Body-centred cubic tungsten at several volumes, calculated with VASP 6.6.1 using PBE and the W_sv PAW potential, without spin polarisation or spin-orbit coupling. The plane-wave cutoff is 520 eV, the k mesh 4 × 4 × 4 and the Gaussian smearing width 0.1 eV. Pressure is positive in compression.

| volume (Å³/atom) | shortest distance (Å) | pressure (GPa) |
| --- | --- | --- |
| 14.660 | 2.670 | 35.30 |
| 15.144 | 2.700 | 21.57 |
| 15.627 | 2.728 | 9.90 |
| 15.848 | 2.741 | 5.16 |
| 16.110 | 2.756 | 0.00 |
| 16.594 | 2.783 | -8.43 |
| 17.077 | 2.810 | -15.58 |
| 17.560 | 2.836 | -21.65 |

Two sizes are worth remembering from this table. Near zero pressure, changing the volume of tungsten by one per cent changes its pressure by roughly 3 GPa, about thirty thousand atmospheres. Over the whole range the metal's resistance to a volume change falls by about half, although the shortest distance between atoms grows by only 6 %. The table therefore shows a stiff spring that softens as it is pulled out.

Pressure measures how fast the energy falls when the cell is allowed to grow. A positive value means that the energy would fall if the atoms moved apart, a negative one that it would fall if they moved together. To compare steps of unequal width, the pressure change is divided by the relative change of volume. The result is the stiffness, or bulk modulus,

$$B=-\frac{dP}{d\ln V},$$

where $P$ is the pressure and $V$ the volume per atom.

**From 14.66 to 15.627 Å³** the pressure drops steeply, from 35 to about 10 GPa. The stiffness is about 420 GPa in the first step and 370 GPa in the second. These cells are squeezed, and two opposing effects are at work in them. Tungsten's d electrons fill mostly bonding states, which pull the atoms together. Against them stand the outer s and p electrons, whose kinetic energy rises when they are confined, and the filled inner shells, which resist overlap because of the Pauli principle.

The important difference between pull and push is their range. Call the outward push $R$ and the inward pull $A$, both counted as pressures, so that $P=R-A$. If a volume increase of one per cent weakens the push by $n$ per cent and the pull by $m$ per cent, then

$$B=nR-mA.$$

At zero pressure $R$ equals $A$, and $B$ becomes $(n-m)R$. A metal that resists volume changes there must have $n$ larger than $m$: its push fades faster with distance than its pull. Squeezing then makes the steeper of the two terms dominate, and the stiffness rises.

The calculation gives no separate values for push and pull, but its energy levels support the difference in range. At the point H, a corner of the zone of electron waves, a filled pair of d levels lies below an empty group of three. From the largest cell to the smallest, the gap between them grows by a factor of 1.3, a sign of stronger d overlap. The spread of the filled 5p levels, which belong to an inner shell, grows by a factor of 1.8. Inner-shell overlap thus responds more sharply to distance than d overlap does, which fits the argument for that part of the push. The two factors do not test the part that comes from the outer s and p electrons, and neither factor is itself a force. If these electrons were free, their push would be expected to fade more slowly than the pull of the d bonds. The steepness of the push is therefore expected to come from the inner shells, which leave the s and p electrons less room in a squeezed cell and also resist overlap with each other.

**At 15.848 Å³** the pressure steps suddenly look small: 4.7 GPa into this row and 5.2 GPa out of it. The cause is the spacing of the volumes, since this row divides what would otherwise be one ordinary step. The two parts add up to 9.9 GPa, which fits between the step before them and the step after. The stiffness also continues its even decline through this row, so the metal itself does nothing unusual here.

The 5 GPa in this row has a simple meaning too. The cell is close to the measured size of tungsten under ordinary conditions, but this calculation prefers a slightly larger one, so a nearly natural cell looks compressed to it. Such an excess of volume is expected from PBE in a heavy metal; the coarse k mesh may also have shifted the balance, which the table cannot tell. The pressure expresses a small disagreement about volume, magnified by the great stiffness of the metal.

This row also allows a check by hand with Hooke's law, which makes the pressure a straight line in the volume. The elastic constants calculated at 16.11 Å³ give a bulk modulus of 305 GPa, and no pressure from the table enters that value. The cell at 15.848 Å³ is 1.63 % smaller than the one at zero pressure, so the estimate is

$$P\approx 305\ \text{GPa}\times 0.0163\approx 5.0\ \text{GPa}.$$

The table has 5.16 GPa. The small shortfall has the expected sign, because the real spring has already stiffened a little.

**At 16.11 Å³** push and pull cancel. The pressure is zero, and the energy is the lowest of all eight cells. The pressures of the cells 3 % smaller and 3 % larger also give a stiffness of 305 GPa, in agreement with the elastic constants. That agreement shows that the calculation is consistent with itself; since both values rest on the same coarse k mesh, it does not show how far a finer mesh would move them.

**From 16.594 to 17.56 Å³** the pressure is negative: the cell is held stretched, and the energy would fall if the atoms moved back together. The pressure keeps falling, but each equal step of volume brings a smaller drop than the one before. The push, with its short range, fades first and leaves the pull in the lead. In the formula for $B$, the term $nR$ then shrinks by more than the term $mA$ that is subtracted from it. The stiffness therefore drops, to about 220 GPa in the last step. The table does not test whether a real crystal would survive such stretching without changing shape or breaking.

The same imbalance appears in the energy. Making the cell 9 % smaller costs 148 meV per atom, while making it 9 % larger costs only 105 meV. With the straight line of Hooke's law the two costs would be equal. The energy valley is steeper on the side where the atoms are pressed into each other, and the bend of the pressure curve is another view of that lopsided valley.

Part of the steepness at the top of the table is mere geometry, because one cubic ångström is a larger fraction of a small cell than of a large one. Per cubic ångström, the pressure falls 2.3 times as fast in the first step as in the last. Geometry alone would give a factor of only 1.2. The rest, a factor of 1.9, is the change in stiffness.

The output after this text sets Hooke's law beside every row, and it shows how far a single stiffness can be trusted. For volumes within 3 % of the zero-pressure cell, the estimate comes within a tenth of the computed pressure. At 9 % it misses by about a quarter, and in both directions the computed pressure is the higher one. For a quick estimate in tungsten, multiply the relative volume change by 300 GPa; beyond a few per cent, expect more resistance than this when squeezing and less when stretching.

Numerical output:

```
Steps are from the row above:
     row  pressure step GPa  fall GPa per A3  stiffness GPa  energy above lowest meV
   14.66                n/a              n/a            n/a                    147.7
  15.144             -13.73            28.37          422.7                    62.14
  15.627             -11.67            24.16          371.7                    14.84
  15.848              -4.74            21.45          337.5                     4.41
   16.11              -5.16            19.69          314.7                        0
  16.594              -8.43            17.42          284.8                     12.8
  17.077              -7.15             14.8          249.2                    49.07
   17.56              -6.07            12.57          217.6                    105.3
Constant stiffness against the calculation:
     row  volume change %  Hooke GPa  computed GPa  Hooke less computed GPa
   14.66           -9.001      27.43          35.3                   -7.872
  15.144           -5.996      18.27         21.57                   -3.297
  15.627           -2.998      9.136           9.9                  -0.7636
  15.848           -1.626      4.956          5.16                   -0.204
   16.11                0          0             0                        0
  16.594            3.004     -9.155         -8.43                  -0.7253
  17.077            6.002     -18.29        -15.58                   -2.712
   17.56            9.001     -27.43        -21.65                   -5.778
Bulk modulus from elastic constants at 16.11 A3, GPa: 304.7
Stiffness from pressures at 15.627 and 16.594 A3, GPa: 305.3
Fall per A3, first step over last step: 2.257
Stiffness, first step over last step: 1.942
Part of that ratio from smaller volume alone: 1.162
Energy cost of smallest cell over that of largest cell: 1.402
Largest gap between energy slope and mean pressure of a step, GPa: 0.1255
Growth of shortest distance from first to last row, %: 6.217
d splitting at H, smallest cell, eV: 12.32
d splitting at H, largest cell, eV: 9.602
d splitting, smallest over largest cell: 1.283
Filled d doublet at H below Fermi level, smallest cell, eV: 6.307
Filled d doublet at H below Fermi level, largest cell, eV: 4.908
Spread of 5p levels on the mesh, smallest cell, eV: 1.669
Spread of 5p levels on the mesh, largest cell, eV: 0.9204
5p spread, smallest over largest cell: 1.814
```
